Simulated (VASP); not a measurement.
These are r2SCAN meta-GGA, VASP's PBE PAW potentials (set 64) (plane waves; VASP 6.6.1) values and carry that method's errors.

VASP ran on this input.

**POSCAR**
```
LiH
1.0
  0.0000000000   1.9668383137   1.9668383137
  1.9668383137   0.0000000000   1.9668383137
  1.9668383137   1.9668383137   0.0000000000
Li H
1 1
Cartesian
  0.0000000000   0.0000000000   0.0000000000
  1.9668383137   1.9668383137   1.9668383137
```

### INCAR
```
# general
SYSTEM =LiH
PREC   =Accurate
ENCUT  =600   # plane-wave cut-off (eV)
LREAL  =.FALSE.   # projection in real space or not
LASPH  =.TRUE.

# electronic loop
EDIFF  =1E-7   # SCF stop (eV)
NELM   =100   # most electronic steps
ALGO   =Normal   # blocked Davidson
LMIXTAU=.TRUE.

# smearing
ISMEAR =0   # Gaussian
SIGMA  =0.05   # width (eV)

# functional
METAGGA=R2SCAN

# ions
IBRION =2
NSW    =40   # most ionic steps
ISIF   =3   # ions, shape and volume
EDIFFG =-0.01
PSTRESS=20   # kbar

# output
LWAVE  =.FALSE.
LCHARG =.FALSE.
```

**KPOINTS**
```
Automatic mesh
0
Gamma
10 10 10
0 0 0
```

POTCAR, in this order: Li_sv H (PBE.64 set). Program: vasp_std.

Question: What will the output report for the number of irreducible k-points (NKPTS), number of bands (NBANDS), largest plane-wave count, number of space-group operations, FFT grid (NGX, NGY, NGZ)?

Answer: 
```json
{
 "number of irreducible k-points (NKPTS)": "47",
 "number of bands (NBANDS)": "6",
 "largest_plane_wave_count": "531",
 "number_of_space_group_operations": "48",
 "FFT grid (NGX, NGY, NGZ)": "24 × 24 × 24"
}
```

The compound is LiH in the rock salt structure. It was relaxed first under an external pressure of 2 GPa.
